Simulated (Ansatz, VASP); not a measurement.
**Cu (liquid Cu at 1420 K) in two plane-wave programs**

Wanted: the spread between two codes on one cell, functional and k mesh. The cell is taken from a series of runs on this material, whose earlier steps may have relaxed, scaled, displaced or heated it; both programs get it as it stands.

Calculated with Ansatz 0.2.0; plane waves, with VASP 6.6.1 beside it; single point at PBE.

### Step 1. Set-up

The cell holds 97 atoms: 97 Cu. Its edges and angles: a = 10.871 Å, b = 10.871 Å, c = 10.871 Å, α = 90.0°, β = 90.0°, γ = 90.0°. As first built, before any earlier steps moved the atoms (in the runner's words): 97 atoms (97 Cu) placed at random at 7.97 g/cm^3, melted at 1920 K for 20 ps at fixed volume with the EAM Cu potential (Mishin et al., Phys. Rev. B 63, 224106 (2001)). Snapshot at the end of a hold of 20 ps at 1420 K and fixed volume.

### Step 2. Ansatz: single point, PBE

Ansatz runs on its default PAW (the set named soft_2) files.

With cell and atoms fixed, the geometry can't cause a difference; cores, projectors, grids and the points listed under the comparison can.

The input, input.yaml:

```yaml
crystal:
  lattice:
    - [10.8711, 0.0, 0.0]
    - [0.0, 10.8711, 0.0]
    - [0.0, 0.0, 10.8711]
  atoms:
    - { symbol: Cu, position: [0.2443, 0.3034, 0.16599] }
    - { symbol: Cu, position: [0.89204, 0.83517, 0.86939] }
    - { symbol: Cu, position: [0.42694, 0.45089, 0.26805] }
    - { symbol: Cu, position: [0.61802, 0.91817, 0.54092] }
    - { symbol: Cu, position: [0.16198, 0.17808, 0.01657] }
    - { symbol: Cu, position: [0.79261, 0.44121, 0.4059] }
    - { symbol: Cu, position: [0.32704, 0.91396, 0.23206] }
    - { symbol: Cu, position: [0.39702, 0.87133, 0.55707] }
    - { symbol: Cu, position: [0.39413, 0.48248, 0.4955] }
    - { symbol: Cu, position: [0.53253, 0.67786, 0.5212] }
    - { symbol: Cu, position: [0.36696, 0.66013, 0.64601] }
    - { symbol: Cu, position: [0.4919, 0.98385, 0.8726] }
    - { symbol: Cu, position: [0.55368, 0.04104, 0.35633] }
    - { symbol: Cu, position: [0.59366, 0.54731, 0.71691] }
    - { symbol: Cu, position: [0.19792, 0.25318, 0.79918] }
    - { symbol: Cu, position: [0.09093, 0.93957, 0.9293] }
    - { symbol: Cu, position: [0.47065, 0.80894, 0.00791] }
    - { symbol: Cu, position: [0.13866, 0.54007, 0.00845] }
    - { symbol: Cu, position: [0.07423, 0.02617, 0.51642] }
    - { symbol: Cu, position: [0.61171, 0.68592, 0.89593] }
    - { symbol: Cu, position: [0.68227, 0.48811, 0.18917] }
    - { symbol: Cu, position: [0.19739, 0.41144, 0.60368] }
    - { symbol: Cu, position: [0.84953, 0.65722, 0.30092] }
    - { symbol: Cu, position: [0.80379, 0.69388, 0.02019] }
    - { symbol: Cu, position: [0.03273, 0.53018, 0.21322] }
    - { symbol: Cu, position: [0.52358, 0.02128, 0.10464] }
    - { symbol: Cu, position: [0.70316, 0.88398, 0.95564] }
    - { symbol: Cu, position: [0.94629, 0.85601, 0.26687] }
    - { symbol: Cu, position: [0.39056, 0.13504, 0.22589] }
    - { symbol: Cu, position: [0.47037, 0.03947, 0.67002] }
[... 61 atom lines left out ...]
    - { symbol: Cu, position: [0.47365, 0.85076, 0.3654] }
    - { symbol: Cu, position: [0.94842, 0.43068, 0.71177] }
    - { symbol: Cu, position: [0.76755, 0.7096, 0.70435] }
    - { symbol: Cu, position: [0.27516, 0.53472, 0.15264] }
    - { symbol: Cu, position: [0.00944, 0.70233, 0.06395] }
    - { symbol: Cu, position: [0.9073, 0.18026, 0.03932] }
kpoints:
  mp_grid: { grid: [1, 1, 1] }
hamiltonian:
  xc: pbe
scf:
  occupations: { method: fermi_dirac, width: 0.05 }
output:
  forces: true
  eigenvalues: true
  populations: true
  stress: true
```

On the command line:

```bash
$ ansatz run input.yaml --threads 4 --pin off --max-ram 8192MiB --backend cpu --events-out ev --progress --plain --runs-dir out
```

Numbers of over 12 decimals in the logs are rounded to 6 here.

What it wrote:

```text
Engine: ansatz 0.2.0, x86_64-unknown-linux-gnu
Pseudopotentials: kind: paw
Pseudopotential: Cu, paw, valence charge 19, recommended cutoff 420 eV (normal), Cu.paw.azcp
Functional definition: PBE
  parameter kappa = 0.804
  parameter beta = 0.066725
  exchange = pbe_x(kappa = kappa, mu = beta*pi^2/3)
  correlation = pbe_c(beta = beta)
Crystal: 97 atoms, lattice volume = 1284.755 Å³
Basis set: ecut = 420 eV, 25173 PW (Γ), exchange–correlation on 150×150×150 points (8 copies of the dense FFT grid, shifted against one another)
Bands: 1106, of which v1, the nominal top of the filled ones, is band 922 counted from 1 (921 counted from 0)
Symmetry: 1 space group operations
Space group: P1 (ITA 1), of the structure as read, at distance tolerance 1.1e-4 Å
k-points: 1
Non-local potential: Cu, projectors of the file, l = 0: 3, l = 1: 2, l = 2: 3, l = 3: 1
PAW form: soft (Blöchl's): semilocal exchange-correlation on the pseudo side does not see the compensation charge
PAW one-centre angular grid: Cu, 590 points (default); XC on 64 Gauss nodes
Initial density: superposition of atomic densities (neutral atoms: chi_scale 0, normalization atom), corrected by the library's trained network
Initial wavefunctions: pseudopotential atomic-orbital guess
Functional: x = pbe(κ = 0.804, μ = 0.219515), c = pbe(β = 0.066725)
SCF iter   1: F=—  HF=-642602.454541 eV  |F-HF|=—  |Δ(HF+E_count)|=         —  Δρ=7.20e-3  dr2=7.41e-1  ethr=1.77e-3  ⟨swp⟩=5.0  Hψ=3790  notcnv=0  defer=140
preconditioner: auto → Kerker (q_TF=auto, 2.897 Å⁻¹)  [metal: Δε(μ)=0.029 eV  Ē_g=9.243 eV  σ=0.050 eV  W_gap=0.14  n_scr=514 (ndim 8)  ℏωp=33.8 eV  f_vac=0.004  D(μ)=79.15/eV (n_scr^D=798)]
SCF iter   2: F=—  HF=-642602.373506 eV  |F-HF|=—  |Δ(HF+E_count)|=   8.10e-2  Δρ=2.75e-3  dr2=2.50e-1  ethr=4.02e-5  ⟨swp⟩=2.0  Hψ=1298  notcnv=0  defer=148
SCF iter   3: F=—  HF=-642602.340691 eV  |F-HF|=—  |Δ(HF+E_count)|=   3.28e-2  Δρ=1.74e-3  dr2=8.96e-2  ethr=1.35e-5  ⟨swp⟩=2.0  Hψ=963  notcnv=0  defer=148
SCF iter   4: F=—  HF=-642602.328981 eV  |F-HF|=—  |Δ(HF+E_count)|=   1.17e-2  Δρ=5.49e-4  dr2=1.07e-2  ethr=4.86e-6  ⟨swp⟩=2.0  Hψ=1484  notcnv=0  defer=148
SCF iter   5: F=—  HF=-642602.327635 eV  |F-HF|=—  |Δ(HF+E_count)|=   1.35e-3  Δρ=2.28e-4  dr2=9.17e-4  ethr=5.79e-7  ⟨swp⟩=2.0  Hψ=1488  notcnv=0  defer=148
SCF iter   6: F=—  HF=-642602.327617 eV  |F-HF|=—  |Δ(HF+E_count)|=   1.87e-5  Δρ=1.47e-4  dr2=3.33e-4  ethr=4.97e-8  ⟨swp⟩=2.0  Hψ=1796  notcnv=0  defer=148
SCF iter   7: F=—  HF=-642602.327766 eV  |F-HF|=—  |Δ(HF+E_count)|=   1.50e-4  Δρ=5.75e-5  dr2=5.53e-5  ethr=1.81e-8  ⟨swp⟩=2.0  Hψ=1796  notcnv=0  defer=148
SCF iter   8: F=—  HF=-642602.323086 eV  |F-HF|=—  |Δ(HF+E_count)|=   4.68e-3  Δρ=1.79e-5  dr2=8.67e-6  ethr=3.00e-9  ⟨swp⟩=2.0  Hψ=1797  notcnv=0  defer=148
SCF iter   9: F=—  HF=-642602.323086 eV  |F-HF|=—  |Δ(HF+E_count)|=   2.72e-7  Δρ=1.21e-5  dr2=2.28e-6  ethr=4.71e-10  ⟨swp⟩=2.0  Hψ=1490  notcnv=0  defer=148
SCF iter  10: F=—  HF=-642602.323086 eV  |F-HF|=—  |Δ(HF+E_count)|=   1.86e-7  Δρ=8.69e-6  dr2=8.31e-7  ethr=1.24e-10  ⟨swp⟩=2.0  Hψ=1870  notcnv=0  defer=148
SCF iter  11: F=—  HF=-642602.323085 eV  |F-HF|=—  |Δ(HF+E_count)|=   1.37e-7  Δρ=2.40e-6  dr2=1.19e-7  ethr=4.51e-11  ⟨swp⟩=2.0  Hψ=1794  notcnv=0  defer=148
SCF iter  12: F=-642602.323085 eV  HF=-642602.323085 eV  |F-HF|=2.91e-8  |Δ(HF+E_count)|=   1.21e-8  Δρ=1.47e-6  dr2=3.00e-8  ethr=5.43e-12  ⟨swp⟩=8.0  Hψ=4590  notcnv=0
SCF 1 converged in 12 iterations: F = -642602.323085 eV  dr2 = 3.00e-8
  greatest PAW one-centre occupation: 1.000 electrons in one spin orbital (limit 2), on the Cu atom at site 38 (counted from 0), in its partial waves of l = 0
SCF converged after 12 iterations
Free energy (F): -642602.323085 eV
Harris-Foulkes:  -642602.323085 eV  (|F-HF|=2.91e-8)
Internal energy: -642601.653317 eV  (E = F + TS)
E sigma→0 (E₀):  -642601.988201 eV
Entropy (-TS):   -0.669768 eV (-6.905 meV/atom)
Fermi energy:    14.430911 eV
--- Per-component energies (eV) ---
  E_band       = -38867.841113
  E_kinetic    = 29068.027277
  E_local      = -430148.267167  (includes V_loc(G=0)·N_el)
  E_nonlocal   = 37917.737261
  E_hartree    = 189713.040145
  E_xc         = -8637.410143
  E_vxc        = -11142.317109  (∫ρ·V_xc dr)
  E_paw        = -161386.395524  (= ΣΔE_a)
  E_vpaw       = -43989.041345  (= ΣTr[D̂ρ^β])
  E_aug_tail   = 0.027922  (compensation charges beyond the density's cutoff)
  E_ewald      = -299128.413088
  E_smearing   = -0.669768  (= −TS)
  E_closure    = 0.000000  (closes the sum)
  Σ components = -642602.323085   (vs F -642602.323085, Δ=0.00e0)
--- Forces (eV/Å), atoms counted from 1 ---
  atom   1  Cu     2.19587334     1.03030994     0.21850971
  atom   2  Cu     0.87990544    -0.56628086     0.60638070
  atom   3  Cu     0.37520887    -0.34988835     0.37617990
  atom   4  Cu     0.69442687     0.00013783     0.15786098
[...]
--- Löwdin populations: 97 sites ---
  site symbol       q [e]
     0     Cu     18.8751
     1     Cu     18.8482
     2     Cu     18.8735
     3     Cu     18.8178
     4     Cu     18.8481
     5     Cu     18.8924
     6     Cu     18.8303
     7     Cu     18.8007
     8     Cu     18.8237
     9     Cu     18.8264
    10     Cu     18.8701
    11     Cu     18.8592
    12     Cu     18.8300
    13     Cu     18.8891
    14     Cu     18.7972
    15     Cu     18.8800
    16     Cu     18.8387
    17     Cu     18.8882
    18     Cu     18.8075
    19     Cu     18.8577
    20     Cu     18.8395
    21     Cu     18.8256
    22     Cu     18.7555
    23     Cu     18.8251
[...]
89     Cu     18.8185
    90     Cu     18.8527
    91     Cu     18.8558
    92     Cu     18.7950
    93     Cu     18.8841
    94     Cu     18.8702
    95     Cu     18.8015
    96     Cu     18.8206
  spilling = 0.008025 (of n_electrons = 1843.000000)
```

The column dr2 measures how far the density is from self-consistency, as an energy; F and HF (Harris–Foulkes) agree once it is small.

The run ends at a pressure of 2.19 GPa, with forces up to 3.9 eV/Å.

### Step 3. VASP: single point, PBE

The same cell, functional, mesh and smearing now go to VASP, with its own data sets.

Lines of VASP's logs that name or quote its potential files are left out, and so is its time.

The input, INCAR:

```
SYSTEM = Cu
PREC = Accurate
ENCUT = 600
EDIFF = 1E-06
NELM = 120
ISMEAR = -1
SIGMA = 0.05
LREAL = Auto
ALGO = Normal
GGA = PE
NBANDS = 624
LASPH = .TRUE.
LORBIT = 11
LWAVE = .FALSE.
LCHARG = .FALSE.
ISIF = 2
GGA_COMPAT = .FALSE.
NCORE = 2
```

The input, POSCAR:

```
Cu
1.0
   10.8711000000      0.0000000000      0.0000000000
    0.0000000000     10.8711000000      0.0000000000
    0.0000000000      0.0000000000     10.8711000000
Cu
97
Direct
    0.2443000000      0.3034000000      0.1659900000
    0.8920400000      0.8351700000      0.8693900000
    0.4269400000      0.4508900000      0.2680500000
    0.6180200000      0.9181700000      0.5409200000
    0.1619800000      0.1780800000      0.0165700000
    0.7926100000      0.4412100000      0.4059000000
    0.3270400000      0.9139600000      0.2320600000
    0.3970200000      0.8713300000      0.5570700000
    0.3941300000      0.4824800000      0.4955000000
    0.5325300000      0.6778600000      0.5212000000
    0.3669600000      0.6601300000      0.6460100000
    0.4919000000      0.9838500000      0.8726000000
    0.5536800000      0.0410400000      0.3563300000
    0.5936600000      0.5473100000      0.7169100000
    0.1979200000      0.2531800000      0.7991800000
    0.0909300000      0.9395700000      0.9293000000
    0.4706500000      0.8089400000      0.0079100000
    0.1386600000      0.5400700000      0.0084500000
    0.0742300000      0.0261700000      0.5164200000
    0.6117100000      0.6859200000      0.8959300000
    0.6822700000      0.4881100000      0.1891700000
    0.1973900000      0.4114400000      0.6036800000
    0.8495300000      0.6572200000      0.3009200000
    0.8037900000      0.6938800000      0.0201900000
    0.0327300000      0.5301800000      0.2132200000
    0.5235800000      0.0212800000      0.1046400000
    0.7031600000      0.8839800000      0.9556400000
    0.9462900000      0.8560100000      0.2668700000
    0.3905600000      0.1350400000      0.2258900000
    0.4703700000      0.0394700000      0.6700200000
[... 61 atom lines left out ...]
    0.4736500000      0.8507600000      0.3654000000
    0.9484200000      0.4306800000      0.7117700000
    0.7675500000      0.7096000000      0.7043500000
    0.2751600000      0.5347200000      0.1526400000
    0.0094400000      0.7023300000      0.0639500000
    0.9073000000      0.1802600000      0.0393200000
```

The input, KPOINTS:

```
Automatic mesh
0
Gamma
1 1 1
0 0 0
```

Potentials, in the order of the species: Cu (PBE family, release 64).

On the command line:

```bash
$ mpirun -np 8 vasp_gam
```

What it wrote:

```text
[banner, memory and clock lines left out]
running    8 mpi-ranks, on    1 nodes
[...]
LDA part: xc-table for (Slater+PW92), standard interpolation
 POSCAR, INCAR and KPOINTS ok, starting setup
[...]
entering main loop
       N       E                     dE             d eps       ncg     rms          rms(c)
DAV:   1     0.156846232407E+05    0.15685E+05   -0.50337E+05  1248   0.386E+03
DAV:   2     0.319361878516E+04   -0.12491E+05   -0.12180E+05  1248   0.924E+02
DAV:   3     0.564372762210E+02   -0.31372E+04   -0.30006E+04  1248   0.369E+02
DAV:   4    -0.376614896275E+03   -0.43305E+03   -0.38413E+03  1360   0.168E+02
[...]
DAV:  21    -0.322337286985E+03    0.94270E-06   -0.12764E-05  1256   0.265E-02    0.114E-02
DAV:  22    -0.322337282256E+03    0.47290E-05   -0.76218E-06  1200   0.173E-02    0.247E-03
DAV:  23    -0.322337282699E+03   -0.44351E-06   -0.21937E-06   672   0.978E-03
   1 F= -.32233728E+03 E0= -.32200168E+03  d E =-.671212E+00
```

From OUTCAR (step 3):

```text
  Total       20.3967714     14.2447141     30.1454586     -8.9427913      6.4264406      3.4068116
  in kB       25.4361594     17.7641261     37.5934346    -11.1522682      8.0142079      4.2485255
  external PRESSURE =      26.9312400 kB  Pullay stress =       0.0000000 kB

 POSITION                                       TOTAL-FORCE (eV/Angst)
 -----------------------------------------------------------------------------------
      2.65581      3.29829      1.80449         2.202433      1.034739      0.224835
      9.69746      9.07922      9.45123         0.882438     -0.568719      0.607602
      4.64131      4.90167      2.91400         0.375674     -0.350135      0.378932
      6.71856      9.98152      5.88040         0.702574     -0.005786      0.163413
      1.76090      1.93593      0.18013         0.025425     -0.593472     -0.034232
      8.61654      4.79644      4.41258         0.546989     -0.478616     -0.737745
      3.55528      9.93575      2.52275        -0.797613      0.774920     -0.846531
      4.31604      9.47232      6.05596        -0.957507     -0.308598      1.008096
      4.28463      5.24509      5.38663        -1.130130      0.191722      0.225206
      5.78919      7.36908      5.66602         1.090898      0.633196      0.455337
      3.98926      7.17634      7.02284        -0.330455     -0.222548      0.944924
      5.34749     10.69553      9.48612         1.454487      0.058986      0.380832
[...]
2.40208      0.27297      7.50649         0.336559     -0.922789      0.751361
[...]
-----------------------------------------------------------------------------------
    total drift:                               -0.004324      0.001132     -0.000312

  FREE ENERGIE OF THE ION-ELECTRON SYSTEM (eV)
  ---------------------------------------------------
  free  energy   TOTEN  =      -322.3372826995 eV

  energy  without entropy=     -321.6660708533  energy(sigma->0) =     -322.00167678

[... 3 further parts left out ...]
[key lines of the parts left out:]
E-fermi :   6.2458
```

The run ends at a pressure of 2.69 GPa, with forces up to 3.9 eV/Å.

### Step 4. Differences

Known differences besides the potentials themselves: the data sets hold 1843 valence electrons in Ansatz (on its default PAW (the set named soft_2) files) and 1067 in VASP; the cutoff is 420 eV in Ansatz and 600 eV in VASP (PREC = Accurate, projectors in real space). Total energies have different zeros and are not compared.

The two programs side by side:

```tsv
quantity	Ansatz	VASP	difference
pressure (GPa)	2.19	2.69	-0.50
```

Forces on 10 of the 97 atoms, those with the largest forces and the largest differences (eV/Å; atoms numbered as in POSCAR):

```tsv
atom	Ansatz x, y, z	VASP x, y, z
Cu1	2.196, 1.030, 0.219	2.202, 1.035, 0.225
Cu20	1.260, -2.097, 2.433	1.263, -2.098, 2.435
Cu23	0.613, -1.401, -1.357	0.619, -1.410, -1.367
Cu33	2.925, -0.526, -2.582	2.926, -0.523, -2.590
Cu38	-1.094, 0.456, -2.062	-1.098, 0.466, -2.070
Cu42	0.363, 1.808, -3.368	0.370, 1.812, -3.371
Cu49	-2.270, 1.110, -0.164	-2.280, 1.115, -0.167
Cu57	-2.456, 1.021, 1.946	-2.460, 1.023, 1.952
Cu68	1.879, -0.766, 1.010	1.888, -0.776, 1.019
Cu79	0.931, -0.776, 1.552	0.942, -0.775, 1.568
```

The forces differ by 4.6 meV/Å r.m.s., which is 0.5 % of the r.m.s. force of 0.843 eV/Å (both taken over all components).

### Step 5. Summary of results

```json
{
 "r.m.s. force difference (single point, PBE)": "0.55 % of the r.m.s. force"
}
```

The r.m.s. force difference is 0.55 % of the r.m.s. force (single point, PBE), within the 3 % picked in this series as the mark of a large difference. The data sets hold unlike numbers of valence electrons (1843 in Ansatz and 1067 in VASP), so part of the differences comes from the potentials. How closely two codes agree says nothing of how well the functional describes the real material.

[Lines on the potential files, build, host, timing and source positions are cut from VASP's logs without a mark.]

[Logs are printed without paths, hosts, clocks, repeated set-up lines and the standing remarks that a program may print on its own settings, such as how far it seeks lower states.]

[Hosts, paths, dates, database ids (printed as entryN), source tags and the programs' standing remarks are cut or masked in the printed files.]
